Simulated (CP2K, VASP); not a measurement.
An input for CP2K (PBEsol, GPW, DZVP-MOLOPT-SR-GTH basis, GTH-PBE potentials (GTH_POTENTIALS)):

```
&GLOBAL
  PROJECT te2au
  RUN_TYPE ENERGY_FORCE
  PRINT_LEVEL LOW
&END GLOBAL
&FORCE_EVAL
  METHOD Quickstep
  STRESS_TENSOR ANALYTICAL
  &DFT
    BASIS_SET_FILE_NAME BASIS_MOLOPT
    POTENTIAL_FILE_NAME GTH_POTENTIALS
    &QS
      METHOD GPW
      EPS_DEFAULT 1E-10
    &END QS
    &MGRID
      CUTOFF 500
      REL_CUTOFF 50
      NGRIDS 5
    &END MGRID
    &SCF
      SCF_GUESS ATOMIC
      EPS_SCF 1E-6
      MAX_SCF 100
      ADDED_MOS 5
      &DIAGONALIZATION
        ALGORITHM STANDARD
      &END DIAGONALIZATION
      &MIXING
        METHOD BROYDEN_MIXING
        ALPHA 0.3
        NBUFFER 10
        BETA 1
      &END MIXING
      &SMEAR ON
        METHOD GAUSSIAN
        SIGMA [eV] 0.1
      &END SMEAR
    &END SCF
    &KPOINTS
      SCHEME MONKHORST-PACK 5 5 4
      GAMMA_CENTERED T
    &END KPOINTS
    &XC
      &XC_FUNCTIONAL
        &PBE
          PARAMETRIZATION PBESOL
        &END PBE
      &END XC_FUNCTIONAL
    &END XC
    &PRINT
      &MO
        EIGENVALUES T
        OCCUPATION_NUMBERS T
        NDIGITS 8
        FILENAME mo
        &EACH
          QS_SCF 0
        &END EACH
        ADD_LAST NUMERIC
      &END MO
      &MULLIKEN OFF
      &END MULLIKEN
    &END PRINT
  &END DFT
  &SUBSYS
    &CELL
      A 4.18910900 0.00000000 0.00000000
      B 2.07451500 3.63937000 0.00000000
      C -0.00931300 -0.00541100 5.19448900
      PERIODIC XYZ
    &END CELL
    &COORD
      SCALED
      Te       0.31867000     0.31867000     0.28912000
      Te       0.68133000     0.68133000     0.71088000
      Au       0.00000000     0.00000000     0.00000000
    &END COORD
    &KIND Te
      BASIS_SET DZVP-MOLOPT-SR-GTH-q6
      POTENTIAL GTH-PBE-q6
    &END KIND
    &KIND Au
      BASIS_SET DZVP-MOLOPT-SR-GTH-q11
      POTENTIAL GTH-PBE-q11
    &END KIND
  &END SUBSYS
  &PRINT
    &FORCES ON
    &END FORCES
    &STRESS_TENSOR ON
    &END STRESS_TENSOR
  &END PRINT
&END FORCE_EVAL
```

Q: Write the VASP files for the same calculation.

A: One set of files that does it:

INCAR:
```
# general
SYSTEM =Te2Au
PREC   =Accurate
ENCUT  =300
LREAL  =F
LASPH  =T

# electronic loop
EDIFF  =1E-6
NELM   =100
ALGO   =Normal
LMAXMIX=6

# smearing
ISMEAR =0
SIGMA  =0.1

# functional
GGA    =PS

# ions
ISIF   =2

# output
LWAVE  =F
LCHARG =F
```

POSCAR:
```
Te2Au
1
    3.6220850000    -2.1045500000     0.0000000000
    3.6220850000     2.1045500000     0.0000000000
   -0.0107710000     0.0000000000     5.1944890000
Te Au
2 1
Direct
  0.3186700000   0.3186700000   0.2891200000
  0.6813300000   0.6813300000   0.7108800000
  0.0000000000   0.0000000000   0.0000000000
```

### KPOINTS
```
Regular mesh
0
G
5 5 4
```

POTCAR, in this order: Te Au (PBE.64 set). Program: vasp_std.

Both are inputs of real runs that ended normally. What can't carry over is the choice of potentials or basis and its cut-off, and each code's defaults.

The structure comes from a computed database's Te2Au entry; how it stands against other phases isn't given here. The cell was not relaxed at this level, and it may have been scaled.
